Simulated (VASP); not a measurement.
VASP ran on this input.

### INCAR
```
ALGO = Normal
EDIFF = 1E-6
EDIFFG = -0.02
ENCUT = 500
GGA = PS
IBRION = 2
ISIF = 3
ISMEAR = 1
LASPH = T
LCHARG = F
LMAXMIX = 4
LREAL = F
LWAVE = F
NELM = 100
NSW = 40
PREC = Accurate
PSTRESS = 50
SIGMA = 0.1
SYSTEM = InP
```

KPOINTS:
```
Automatic mesh
0
Gamma
9 9 5
0 0 0
```

**POSCAR**
```
InP
1
    3.8096583183     0.0000000000     0.0000000000
   -1.9048291591     3.2992610071     0.0000000000
    0.0000000000     0.0000000000     6.5589818740
In P
2 2
Direct
  0.0000000000   0.0000000000   0.0000000000
  0.0000000000   0.0000000000   0.5000000000
  0.3333330000   0.6666670000   0.2500000000
  0.6666670000   0.3333330000   0.7500000000
```

POTCAR, in this order: In_d P (PBE.64 set). Program: vasp_std.

### Question
Translate this PBEsol calculation to Ansatz.

### Answer
One equivalent input (not run):
Ansatz 0.2 input:
```yaml
crystal:
  lattice:
    - [3.8096583, 0.0000000, 0.0000000]
    - [-1.9048292, 3.2992610, 0.0000000]
    - [0.0000000, 0.0000000, 6.5589819]
  atoms:
    - { symbol: In, position: [0.0000000, 0.0000000, 0.0000000] }
    - { symbol: In, position: [0.0000000, 0.0000000, 0.5000000] }
    - { symbol: P, position: [0.3333330, 0.6666670, 0.2500000] }
    - { symbol: P, position: [0.6666670, 0.3333330, 0.7500000] }
kpoints:
  mp_grid: { grid: [9, 9, 5] }
hamiltonian:
  xc: pbesol
  pseudopotentials: { kind: paw }
scf:
  occupations: { method: methfessel_paxton, width: 0.1 }
  max_iter: 100
relax:
  max_steps: 40
  f_tol: 0.02
  cell: { p_target: 5 }
output: { forces: true, stress: true, eigenvalues: true }
```
Limits of the translation: each code has its own PAW files, so the cut-off isn't converted (ENCUT is set for VASP's; basis.ecutwfc is left out, and Ansatz then takes the one that its files recommend); Ansatz stops its SCF on the density residual and VASP on the energy change (EDIFF).

The structure was generated: InP was put into the NiAs type type (P6_3/mmc), which need not be its known phase. This run relaxes it under an external pressure of 5 GPa. Symmetry was kept, so distortions that lower it aren't found.
